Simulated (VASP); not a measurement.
## Rh (relaxed from the diamond structure, space group Fd-3m): computed properties

These are PBEsol GGA, VASP's PBE PAW potentials (set 64) (plane waves; VASP) values and carry that method's errors.

- space group: Fd-3m (227)
- cell: a = b = c = 5.424 Å, α = β = γ = 90.00°
- volume per atom: 19.94 Å³/atom
- band gap (over mesh and band path): none (metal, semimetal or under 0.01 eV)
- band gap with spin-orbit coupling: none (metallic)
- density: 8.57 g/cm³
- optical Γ-point spectrum: 233 (×3) cm⁻¹
- C11: 133 GPa
- C12: 164 GPa
- C44: -14.9 GPa

```
Rh
1.0
    0.00000     2.71189     2.71189
    2.71189     0.00000     2.71189
    2.71189     2.71189     0.00000
Rh
2
Direct
  0.75000   0.75000   0.75000
  0.50000   0.50000   0.50000
```

Finite-difference elastic constants of metals are sensitive to mesh and smearing; shear constants can be off by tens of GPa.

The structure was generated: Rh was put into the diamond type (Fd-3m), which need not be its known phase. It was relaxed first, which changed the volume by +13 %. Symmetry was kept, so distortions that lower it aren't found.
